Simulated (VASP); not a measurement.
```yaml
crystal:
  lattice:
    - [-2.73951, 2.73951, 4.07302]
    - [2.73951, -2.73951, 4.07302]
    - [2.73951, 2.73951, -4.07302]
  atoms:
    - { symbol: Cs, position: [0.00000, 0.00000, 0.00000] }
```

Computed with r2SCAN meta-GGA, VASP's PBE PAW potentials (set 64) (plane waves; VASP). Run with 400 eV cut-off, 11×11×11 Γ-centred mesh, tetrahedra with Blöchl corrections, potentials Cs_sv.

### Question
The job: Cs (space group I4/mmm), 1 atom, r2SCAN, static run, 400 eV, 11×11×11 Γ-centred mesh. Roughly how much core time does it take on a busy server core?

### Answer
About 20 core-minutes (one run on a shared machine, a rough figure). It had 126 irreducible k-points, 8 bands, up to 2260 plane waves and 42 electronic steps.

The structure comes from a computed database's Cs entry (I4/mmm); how it stands against other phases isn't given here. It was relaxed first.
